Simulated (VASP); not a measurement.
Level of theory: r2SCAN meta-GGA, VASP's PBE PAW potentials (set 64) (plane waves; VASP).

A VASP calculation is set up with these files.

File KPOINTS:
```
kpoints
0
G
13 13 7
0 0 0
```

INCAR:
```
SYSTEM = Hf
PREC = Accurate; ENCUT = 500; LREAL = F
LASPH = T
EDIFF = 1E-6; NELM = 100; ALGO = Normal
LMAXMIX = 6; LMIXTAU = T
ISMEAR = 1; SIGMA = 0.1
METAGGA = R2SCAN
IBRION = 2; NSW = 40; ISIF = 3
EDIFFG = -0.02
LWAVE = F; LCHARG = F
```

POSCAR:
```
Hf
1
    1.5976595445    -2.7672274661     0.0000000000
    1.5976595445     2.7672274661     0.0000000000
   -0.0000000000     0.0000000000     5.0304267392
Hf
2
Direct
  0.3333330000   0.6666670000   0.2500000000
  0.6666670000   0.3333330000   0.7500000000
```

POTCAR, in this order: Hf_pv (PBE.64 set). Program: vasp_std.

The run wrote:

### OSZICAR
```
       N       E                     dE             d eps       ncg     rms          rms(c)
DAV:   1    -0.272861572596E+02   -0.27286E+02   -0.11972E+04  2360   0.137E+03
DAV:   2    -0.939589874876E+02   -0.66673E+02   -0.65456E+02  2958   0.275E+02
DAV:   3    -0.959639763006E+02   -0.20050E+01   -0.19882E+01  3138   0.317E+01
DAV:   4    -0.959850378124E+02   -0.21062E-01   -0.21043E-01  2814   0.399E+00
DAV:   5    -0.959854391536E+02   -0.40134E-03   -0.40129E-03  3296   0.423E-01    0.717E+01
DAV:   6    -0.908794884016E+02    0.51060E+01   -0.87568E-01  2442   0.945E+00    0.409E+01
DAV:   7    -0.883147650500E+02    0.25647E+01   -0.21614E+00  2584   0.119E+01    0.573E+00
DAV:   8    -0.912537114580E+02   -0.29389E+01   -0.15435E+00  2490   0.973E+00    0.116E+01
DAV:   9    -0.902373618875E+02    0.10163E+01   -0.43637E-01  2376   0.760E+00    0.106E+00
DAV:  10    -0.903524225346E+02   -0.11506E+00   -0.29277E-01  2424   0.631E+00    0.382E+00
DAV:  11    -0.902757998000E+02    0.76623E-01   -0.45696E-02  2484   0.250E+00    0.452E-01
DAV:  12    -0.903027566526E+02   -0.26957E-01   -0.45458E-02  2550   0.248E+00    0.115E+00
DAV:  13    -0.903040757912E+02   -0.13191E-02   -0.68805E-03  2676   0.826E-01    0.433E-01
DAV:  14    -0.903030014852E+02    0.10743E-02   -0.35716E-03  2532   0.518E-01    0.153E-01
DAV:  15    -0.903030394329E+02   -0.37948E-04   -0.56425E-05  3272   0.762E-02    0.114E-01
DAV:  16    -0.903031118401E+02   -0.72407E-04   -0.72302E-05  2610   0.814E-02    0.801E-02
DAV:  17    -0.903031037545E+02    0.80856E-05   -0.24822E-05  2742   0.432E-02    0.643E-02
DAV:  18    -0.903030982434E+02    0.55111E-05   -0.55024E-06  2724   0.213E-02    0.320E-02
DAV:  19    -0.903030900463E+02    0.81971E-05   -0.12706E-05  2586   0.273E-02    0.224E-02
DAV:  20    -0.903030868256E+02    0.32207E-05   -0.90067E-07  1512   0.844E-03    0.343E-03
DAV:  21    -0.903030860192E+02    0.80640E-06   -0.82070E-08  1422   0.349E-03
   1 F= -.90303086E+02 E0= -.90302942E+02  d E =-.903031E+02
```

File OUTCAR:
```
------------------------ aborting loop because EDIFF is reached ----------------------------------------
  FORCE on cell =-STRESS in cart. coord.  units (eV):
  Direction    XX          YY          ZZ          XY          YZ          ZX
  --------------------------------------------------------------------------------------
  Total        0.0026623      0.0026623     -0.0086380      0.0000000      0.0000000      0.0000000
  in kB        0.0958966      0.0958966     -0.3111432      0.0000000      0.0000000      0.0000000
  external PRESSURE =      -0.0397833 kB  Pullay stress =       0.0000000 kB
  volume of cell :       44.48
      direct lattice vectors                 reciprocal lattice vectors
     1.597659544 -2.767227466  0.000000000     0.312957790 -0.180686267  0.000000000
     1.597659544  2.767227466  0.000000000     0.312957790  0.180686267  0.000000000
     0.000000000  0.000000000  5.030426739     0.000000000  0.000000000  0.198790292
 POSITION                                       TOTAL-FORCE (eV/Angst)
 -----------------------------------------------------------------------------------
      1.59766      0.92241      1.25761        -0.000000      0.000000      0.000000
      1.59766     -0.92241      3.77282         0.000000     -0.000000      0.000000
 -----------------------------------------------------------------------------------
    total drift:                               -0.000005      0.000184     -0.000015
  FREE ENERGIE OF THE ION-ELECTRON SYSTEM (eV)
  ---------------------------------------------------
  free  energy   TOTEN  =       -90.3030860192 eV

  energy  without entropy=      -90.3026536303  energy(sigma->0) =      -90.30294189

 reached required accuracy - stopping structural energy minimisation
```
(Selected blocks of OUTCAR.)

### OUTCAR
```
 val. band max:        4.8668944932   @ k =   0.0769   0.0000   0.1429

 cond. band min:       4.8742896863   @ k =   0.2308   0.2308   0.4286


 Fermi energy:         4.8696814373

 k-point     1 :       0.0000    0.0000    0.0000
  band No.  band energies     occupation
      1     -27.3806      2.00000
      2     -26.5940      2.00000
      3     -26.5940      2.00000
      4     -26.4603      2.00000
      5     -26.4595      2.00000
      6     -26.4595      2.00000
      7      -2.9005      2.00000
      8       1.0194      2.00000
      9       5.3407     -0.00000
     10       6.1953     -0.00000
     11       6.1953     -0.00000
     12       6.5591     -0.00000
     13       7.0883      0.00000
     14       7.0883      0.00000

 k-point     2 :       0.0769    0.0000    0.0000
  band No.  band energies     occupation
      1     -27.3644      2.00000
      2     -26.6280      2.00000
      3     -26.6055      2.00000
      4     -26.4953      2.00000
      5     -26.4678      2.00000
      6     -26.4638      2.00000
      7      -2.7145      2.00000
      8       1.1983      2.00000
      9       5.1183     -0.00246
     10       5.7295     -0.00000
     11       6.3700     -0.00000
     12       6.8469     -0.00000
     13       6.9443      0.00000
     14       7.2534      0.00000

 k-point     3 :       0.1538    0.0000    0.0000
  band No.  band energies     occupation
      1     -27.3174      2.00000
      2     -26.7223      2.00000
      3     -26.6365      2.00000
      4     -26.5925      2.00000
      5     -26.4904      2.00000
      6     -26.4766      2.00000
      7      -2.1791      2.00000
      8       1.6846      2.00000
      9       4.5600      2.00011
     10       5.0291     -0.04665
     11       6.3856     -0.00000
     12       6.8860      0.00000
     13       7.0487      0.00000
     14       7.1698      0.00000

 k-point     4 :       0.2308    0.0000    0.0000
  band No.  band energies     occupation
...
```

Unless said otherwise, spin-orbit coupling is left out, though it shifts the bands of the heavy elements here.

The compound is Hf in the hcp structure. It was relaxed first.
